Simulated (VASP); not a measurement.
All values below come from PBE GGA, VASP's PBE PAW potentials (set 64) (plane waves; VASP).

Input for VASP

INCAR:
```
# general
SYSTEM   =  WC
PREC     =  Accurate
ENCUT    =  520
LREAL    =  F
LASPH    =  T
NBANDS   =  11

# electronic loop
EDIFF    =  1E-6
NELM     =  100   # most electronic steps
ALGO     =  Normal   # blocked Davidson
LMAXMIX  =  6   # l cut-off of mixed one-centre charges

# smearing
ISMEAR   =  1   # Methfessel-Paxton
SIGMA    =  0.1   # width (eV)

# functional
GGA      =  PE   # PBE

# ions
ISIF     =  2   # forces and stress, cell fixed

# output
LWAVE    =  F
LCHARG   =  F
```

KPOINTS:
```
Automatic
0
G
  13 13 12
0 0 0
```

File POSCAR:
```
WC
2.7686920
  0.5246621871  -0.9177571936   0.0000000000
  0.5246621871   0.9177571936   0.0000000000
  0.0000000000   0.0000000000   1.0000000000
W C
1 1
Cart
  0.0000000000   0.0000000000   0.0000000000
  0.5514661289   0.3059196764   0.5000000000
```

POTCAR, in this order: W_sv C (PBE.64 set). Program: vasp_std.

Output of the run:

**OSZICAR**
```
       N       E                     dE             d eps       ncg     rms          rms(c)
DAV:   1     0.109800985910E+03    0.10980E+03   -0.10151E+04 13106   0.183E+03
DAV:   2    -0.198921501463E+02   -0.12969E+03   -0.12717E+03 13926   0.414E+02
DAV:   3    -0.253414699352E+02   -0.54493E+01   -0.53469E+01 16585   0.714E+01
DAV:   4    -0.254315562574E+02   -0.90086E-01   -0.89901E-01 15090   0.868E+00
DAV:   5    -0.254330997587E+02   -0.15435E-02   -0.15432E-02 15759   0.106E+00    0.339E+01
DAV:   6    -0.224100826883E+02    0.30230E+01   -0.18325E+01 14668   0.375E+01    0.993E+00
DAV:   7    -0.223667892706E+02    0.43293E-01   -0.54666E-01 15118   0.626E+00    0.593E+00
DAV:   8    -0.223463405452E+02    0.20449E-01   -0.60759E-02 15056   0.226E+00    0.321E-01
DAV:   9    -0.223443669874E+02    0.19736E-02   -0.13313E-02 15595   0.790E-01    0.128E-01
DAV:  10    -0.223443026867E+02    0.64301E-04   -0.10471E-03 15180   0.382E-01    0.598E-02
DAV:  11    -0.223442868211E+02    0.15866E-04   -0.78014E-05 15775   0.800E-02    0.203E-02
DAV:  12    -0.223442850134E+02    0.18077E-05   -0.57174E-06 15538   0.296E-02    0.183E-03
DAV:  13    -0.223442851319E+02   -0.11847E-06   -0.19865E-07  7892   0.460E-03
   1 F= -.22344285E+02 E0= -.22344250E+02  d E =-.105521E-03
```

### OUTCAR
```
------------------------ aborting loop because EDIFF is reached ----------------------------------------
  FORCE on cell =-STRESS in cart. coord.  units (eV):
  Direction    XX          YY          ZZ          XY          YZ          ZX
  --------------------------------------------------------------------------------------
  Total        1.3374180      0.6274317      4.0572300     -0.4750068      0.0000000      0.0000000
  in kB      104.8374025     49.1830594    318.0377825    -37.2347874      0.0000000      0.0000000
  external PRESSURE =     157.3527481 kB  Pullay stress =       0.0000000 kB
  volume of cell :       20.44
      direct lattice vectors                 reciprocal lattice vectors
     1.452628000 -2.540987000  0.000000000     0.344203747 -0.196773931  0.000000000
     1.452628000  2.540987000  0.000000000     0.344203747  0.196773931  0.000000000
     0.000000000  0.000000000  2.768692000     0.000000000  0.000000000  0.361181381
 POSITION                                       TOTAL-FORCE (eV/Angst)
 -----------------------------------------------------------------------------------
      0.00000      0.00000      0.00000         1.279897     -0.112979      0.000000
      1.52684      0.84700      1.38435        -1.279897      0.112979      0.000000
 -----------------------------------------------------------------------------------
    total drift:                                0.000011     -0.000047      0.000000
  FREE ENERGIE OF THE ION-ELECTRON SYSTEM (eV)
  ---------------------------------------------------
  free  energy   TOTEN  =       -22.3442851319 eV

  energy  without entropy=      -22.3441796106  energy(sigma->0) =      -22.34424996
```
(Selected blocks of OUTCAR.)

The compound is WC in the wc structure. The cell was not relaxed at this level, atoms are displaced from their ideal sites. The run is one of a series of settings (NBANDS = 11 against the base run), some of them coarse on purpose.
